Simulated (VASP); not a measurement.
Here is the system:

```
CELL_PARAMETERS angstrom
      1.39685     0.80647     4.53882
     -1.39685     0.80647     4.53882
      0.00000    -1.61294     4.53882
ATOMIC_POSITIONS crystal
  Pd 0.50000 0.50000 0.50000
  Au 0.00000 0.00000 0.00000
```

Level of theory: LDA (Ceperley-Alder, Perdew-Zunger), VASP's LDA PAW potentials (set 64) (plane waves; VASP). Run with 400 eV cut-off, Gaussian smearing of 0.050 eV, potentials Pd Au.

Unless said otherwise, spin-orbit coupling is left out, though it shifts the bands of the heavy elements here.

Task: Predict the band gap (along the path) with the smallest direct gap where there is one.

Result: 
```
Item                                                         Result
-------------------------  ----------------------------------------
band gap (along the path)  none (metal, semimetal or under 0.01 eV)
```

The structure comes from a computed database's PdAu entry (R-3m); how it stands against other phases isn't given here. It was relaxed first, which changed the volume by -6 %. The electron count is odd and the run is not spin-polarised, which forces a metal.
